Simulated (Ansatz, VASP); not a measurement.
**AlPtO in VASP and in Ansatz**

```xyz
6
Lattice="3.3352 0.0000 0.0000 0.0000 3.3260 0.0000 0.0000 0.0000 7.0666" Properties=species:S:1:pos:R:3 pbc="T T T"
Al    0.0000    1.6630    0.4947
Al    1.6676    0.0000    6.5719
O     0.0000    0.0000    6.6426
O     1.6676    1.6630    0.4240
Pt    0.0000    0.0000    2.1200
Pt    1.6676    1.6630    4.9466
```

The cell was built by a generator and needn't be a form met in nature.

Alike in both runs: task single point; functional r2SCAN; k mesh 5 × 5 × 3; occupations tetrahedron; no spin polarisation; Hubbard terms Pt d U = 5.0 eV.

```csv
,VASP,Ansatz
version,VASP 6.6.1,Ansatz 0.2.0
potentials or method,"VASP PAW PBE potentials, release 64 (Al, O, Pt)",PAW plane waves
plane-wave cutoff (eV),520,500
valence electrons in the cell,38,54
```

```csv
,VASP,Ansatz,Ansatz less VASP
gap on the k mesh at the Fermi level (eV),none,none,-
rms of the force components (eV/Å),1.617,1.821,+0.2035
```

The programs project onto different local orbitals, so the same U acts differently. Atom by atom the forces differ by 0.377 eV/Å (rms over components). A gap of «none» marks a metal or a gap that the smearing closes. The two sets of potentials don't hold the same shells in valence. Ansatz warned: «band_table_not_solved_further».

Caveats: the k mesh is coarse (spacing up to 0.38 Å⁻¹), so the values aren't converged; the PAW data sets were made with another functional, which shifts forces and pressure a little (VASP); U without spin polarisation on a metal has little footing; tetrahedron occupations give inexact forces and stress in metals. The runs have no spin-orbit coupling, so splittings on Pt are missing.
